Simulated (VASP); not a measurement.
These are PBE GGA with D3 dispersion (Becke-Johnson damping), VASP's PBE PAW potentials (set 64) (plane waves; VASP) values and carry that method's errors.

A VASP calculation is set up with these files.

**INCAR**
```
ALGO  =  Normal
EDIFF  =  1E-6
EDIFFG  =  -0.02
ENCUT  =  520
GGA  =  PE
IBRION  =  2
ISIF  =  3
ISMEAR  =  0
IVDW  =  12
LASPH  =  .True.
LCHARG  =  .False.
LMAXMIX  =  4
LREAL  =  .False.
LWAVE  =  .False.
NELM  =  100
NSW  =  60
PREC  =  Accurate
SIGMA  =  0.05
SYSTEM  =  MoS2
```

**POSCAR**
```
MoS2
1.0
  1.5730531989  -2.7246077912   0.0000000000
  1.5730531989   2.7246077912   0.0000000000
  0.0000000000   0.0000000000  12.1949052960
Mo S
2 4
Cartesian
  1.5730531989   0.9082044135   3.0487263240
  1.5730531989  -0.9082044135   9.1461789720
  1.5730531989   0.9082044135  10.7128439044
  1.5730531989  -0.9082044135   4.6153912564
  1.5730531989  -0.9082044135   1.4820613916
  1.5730531989   0.9082044135   7.5795140396
```

File KPOINTS:
```
Automatic mesh
0
Gamma
7 7 2
0 0 0
```

POTCAR, in this order: Mo_sv S (PBE.64 set). Program: vasp_std.

The resulting files:

### OSZICAR
```
       N       E                     dE             d eps       ncg     rms          rms(c)
DAV:   1     0.453470526324E+03    0.45347E+03   -0.29665E+04  1120   0.159E+03
DAV:   2    -0.187156470276E+02   -0.47219E+03   -0.46204E+03  1214   0.398E+02
DAV:   3    -0.458460704226E+02   -0.27130E+02   -0.26676E+02  1302   0.804E+01
DAV:   4    -0.464250513426E+02   -0.57898E+00   -0.57754E+00  1226   0.118E+01
DAV:   5    -0.464394061068E+02   -0.14355E-01   -0.14351E-01  1258   0.182E+00    0.352E+01
DAV:   6    -0.443045186590E+02    0.21349E+01   -0.22315E+01  1116   0.251E+01    0.135E+01
DAV:   7    -0.438969933497E+02    0.40753E+00   -0.10101E+01  1106   0.158E+01    0.841E+00
DAV:   8    -0.435589233899E+02    0.33807E+00   -0.15992E+00  1297   0.696E+00    0.302E+00
DAV:   9    -0.435719037047E+02   -0.12980E-01   -0.15962E-01  1340   0.193E+00    0.137E+00
DAV:  10    -0.435627112169E+02    0.91925E-02   -0.68277E-02  1208   0.145E+00    0.321E-01
DAV:  11    -0.435628364447E+02   -0.12523E-03   -0.27515E-03  1212   0.300E-01    0.179E-01
DAV:  12    -0.435627744442E+02    0.62001E-04   -0.39335E-04  1293   0.103E-01    0.781E-02
DAV:  13    -0.435627805795E+02   -0.61352E-05   -0.16931E-04  1340   0.689E-02    0.130E-02
DAV:  14    -0.435627822892E+02   -0.17098E-05   -0.15443E-05  1172   0.225E-02    0.160E-02
DAV:  15    -0.435627827842E+02   -0.49493E-06   -0.22449E-06  1013   0.890E-03
   1 F= -.46169791E+02 E0= -.46169791E+02  d E =-.461698E+02
       N       E                     dE             d eps       ncg     rms          rms(c)
DAV:   1    -0.435651854178E+02   -0.24031E-02   -0.12677E-01  1030   0.239E+00    0.381E-01
DAV:   2    -0.435627434433E+02    0.24420E-02   -0.16136E-02  1290   0.730E-01    0.278E-01
DAV:   3    -0.435621727316E+02    0.57071E-03   -0.18957E-03  1199   0.240E-01    0.869E-02
DAV:   4    -0.435619851668E+02    0.18756E-03   -0.87254E-04  1201   0.152E-01    0.558E-02
DAV:   5    -0.435619861795E+02   -0.10127E-05   -0.31958E-05  1156   0.290E-02    0.343E-02
DAV:   6    -0.435619848856E+02    0.12940E-05   -0.19104E-05  1240   0.233E-02    0.154E-02
DAV:   7    -0.435619857151E+02   -0.82952E-06   -0.51607E-06  1006   0.110E-02
   2 F= -.46170343E+02 E0= -.46170343E+02  d E =-.552196E-03
       N       E                     dE             d eps       ncg     rms          rms(c)
DAV:   1    -0.435619397510E+02    0.45135E-04   -0.15641E-02  1058   0.839E-01    0.128E-01
DAV:   2    -0.435616358985E+02    0.30385E-03   -0.19697E-03  1275   0.256E-01    0.101E-01
DAV:   3    -0.435615675604E+02    0.68338E-04   -0.21798E-04  1241   0.816E-02    0.332E-02
DAV:   4    -0.435615442655E+02    0.23295E-04   -0.11136E-04  1166   0.543E-02    0.213E-02
DAV:   5    -0.435615445112E+02   -0.24566E-06   -0.40749E-06  1054   0.103E-02
   3 F= -.46170380E+02 E0= -.46170380E+02  d E =-.588774E-03
       N       E                     dE             d eps       ncg     rms          rms(c)
DAV:   1    -0.435622140386E+02   -0.66977E-03   -0.65171E-02   992   0.141E+00    0.263E-01
DAV:   2    -0.435619148133E+02    0.29923E-03   -0.43972E-03  1094   0.372E-01    0.145E-01
DAV:   3    -0.435618320706E+02    0.82743E-04   -0.24307E-04  1219   0.102E-01    0.659E-02
DAV:   4    -0.435617969200E+02    0.35151E-04   -0.17689E-04  1133   0.687E-02    0.297E-02
DAV:   5    -0.435617972724E+02   -0.35241E-06   -0.12761E-05  1004   0.202E-02    0.104E-02
DAV:   6    -0.435617970765E+02    0.19587E-06   -0.21409E-06   819   0.796E-03
   4 F= -.46170746E+02 E0= -.46170746E+02  d E =-.365692E-03
       N       E                     dE             d eps       ncg     rms          rms(c)
DAV:   1    -0.435619889949E+02   -0.19172E-03   -0.36773E-02   992   0.106E+00    0.202E-01
DAV:   2    -0.435618247010E+02    0.16429E-03   -0.24662E-03  1087   0.278E-01    0.106E-01
DAV:   3    -0.435617788929E+02    0.45808E-04   -0.13835E-04  1248   0.772E-02    0.476E-02
DAV:   4    -0.435617599800E+02    0.18913E-04   -0.92661E-05  1111   0.499E-02    0.213E-02
DAV:   5    -0.435617601374E+02   -0.15742E-06   -0.65083E-06  1025   0.142E-02
   5 F= -.46170798E+02 E0= -.46170798E+02  d E =-.417851E-03
       N       E                     dE             d eps       ncg     rms          rms(c)
DAV:   1    -0.435599218883E+02    0.18381E-02   -0.25732E-02   999   0.109E+00    0.232E-01
DAV:   2    -0.435593972363E+02    0.52465E-03   -0.52952E-03  1112   0.452E-01    0.146E-01
DAV:   3    -0.435592453481E+02    0.15189E-03   -0.60754E-04  1132   0.120E-01    0.391E-02
DAV:   4    -0.435592258622E+02    0.19486E-04   -0.10636E-04  1034   0.552E-02    0.294E-02
DAV:   5    -0.435592282629E+02   -0.24007E-05   -0.72595E-06  1184   0.174E-02    0.203E-02
DAV:   6    -0.435592301809E+02   -0.19180E-05   -0.46864E-06  1017   0.103E-02    0.299E-03
DAV:   7    -0.435592307644E+02   -0.58343E-06   -0.89514E-07   601   0.569E-03
   6 F= -.46171006E+02 E0= -.46171006E+02  d E =-.208354E-03
       N       E                     dE             d eps       ncg     rms          rms(c)
DAV:   1    -0.435576314663E+02    0.15987E-02   -0.23081E-01   999   0.326E+00    0.698E-01
DAV:   2    -0.435529468570E+02    0.46846E-02   -0.47004E-02  1104   0.135E+00    0.434E-01
DAV:   3    -0.435515911884E+02    0.13557E-02   -0.54237E-03  1088   0.358E-01    0.114E-01
DAV:   4    -0.435514148706E+02    0.17632E-03   -0.96664E-04  1070   0.167E-01    0.857E-02
DAV:   5    -0.435514234918E+02   -0.86212E-05   -0.65525E-05  1166   0.527E-02    0.600E-02
DAV:   6    -0.435514259646E+02   -0.24727E-05   -0.41489E-05  1184   0.305E-02    0.849E-03
DAV:   7    -0.435514273640E+02   -0.13994E-05   -0.81238E-06  1059   0.163E-02    0.284E-03
DAV:   8    -0.435514273836E+02   -0.19653E-07   -0.17515E-07   629   0.318E-03
   7 F= -.46171449E+02 E0= -.46171449E+02  d E =-.651152E-03
       N       E                     dE             d eps       ncg     rms          rms(c)
DAV:   1    -0.435596794757E+02   -0.82521E-02   -0.92628E-01   999   0.653E+00    0.140E+00
DAV:   2    -0.435408601592E+02    0.18819E-01   -0.18670E-01  1104   0.269E+00    0.866E-01
DAV:   3    -0.435355069863E+02    0.53532E-02   -0.21475E-02  1088   0.713E-01    0.228E-01
DAV:   4    -0.435348018353E+02    0.70515E-03   -0.38024E-03  1056   0.335E-01    0.172E-01
DAV:   5    -0.435348233670E+02   -0.21532E-04   -0.27005E-04  1152   0.105E-01    0.119E-01
DAV:   6    -0.435348179295E+02    0.54375E-05   -0.16860E-04  1196   0.614E-02    0.162E-02
DAV:   7    -0.435348195652E+02   -0.16358E-05   -0.33733E-05  1146   0.330E-02    0.575E-03
DAV:   8    -0.435348195766E+02   -0.11346E-07   -0.56016E-07   713   0.498E-03
   8 F= -.46171485E+02 E0= -.46171485E+02  d E =-.687035E-03
```

### OUTCAR
```
------------------------ aborting loop because EDIFF is reached ----------------------------------------
 Edisp (eV)   -2.63667
  FORCE on cell =-STRESS in cart. coord.  units (eV):
  Direction    XX          YY          ZZ          XY          YZ          ZX
  --------------------------------------------------------------------------------------
  Total       0.02654     0.02654     0.07880     0.00000    -0.00000     0.00000
  in kB       0.41119     0.41119     1.22083     0.00000    -0.00000     0.00000
  external pressure =        0.68 kB  Pullay stress =        0.00 kB
  volume of cell :      103.41
      direct lattice vectors                 reciprocal lattice vectors
     1.574126436 -2.726466692  0.000000000     0.317636493 -0.183387533 -0.000000000
     1.574126436  2.726466692 -0.000000000     0.317636493  0.183387533 -0.000000000
     0.000000000  0.000000000 12.047265769     0.000000000  0.000000000  0.083006387
 POSITION                                       TOTAL-FORCE (eV/Angst)
 -----------------------------------------------------------------------------------
      1.57413      0.90882      3.01182        -0.000000     -0.000000      0.000000
      1.57413     -0.90882      9.03545        -0.000000      0.000000      0.000000
      1.57413      0.90882     10.60067         0.000000     -0.000000     -0.006126
      1.57413     -0.90882      4.57704         0.000000      0.000000     -0.006126
      1.57413     -0.90882      1.44659         0.000000      0.000000      0.006126
      1.57413      0.90882      7.47022         0.000000     -0.000000      0.006126
 -----------------------------------------------------------------------------------
    total drift:                                0.000000      0.001585     -0.000028
  FREE ENERGIE OF THE ION-ELECTRON SYSTEM (eV)
  ---------------------------------------------------
  free  energy   TOTEN  =       -46.1714847758 eV

  energy  without entropy=      -46.1714847758  energy(sigma->0) =      -46.17148478

 reached required accuracy - stopping structural energy minimisation
```
(Selected blocks of OUTCAR.)

**CONTCAR**
```
MoS2
   1.00000000000000
     1.5741264359996823   -2.7264666918374898    0.0000000000000000
     1.5741264359996823    2.7264666918374898   -0.0000000000000000
     0.0000000000000000    0.0000000000000000   12.0472657685033422
  Mo              S
     2     4
Direct
     0.3333330000000032    0.6666669999999968    0.2500000000000000
     0.6666669999999968    0.3333330000000032    0.7500000000000000
     0.3333330000000032    0.6666669999999968    0.8799236598566630
     0.6666669999999968    0.3333330000000032    0.3799236598566629
     0.6666669999999968    0.3333330000000032    0.1200763401433371
     0.3333330000000032    0.6666669999999968    0.6200763401433370
```

The compound is MoS2 in the 2H layered structure. This run relaxes it. Symmetry was kept, so distortions that lower it aren't found. The start is the result of an earlier pass.
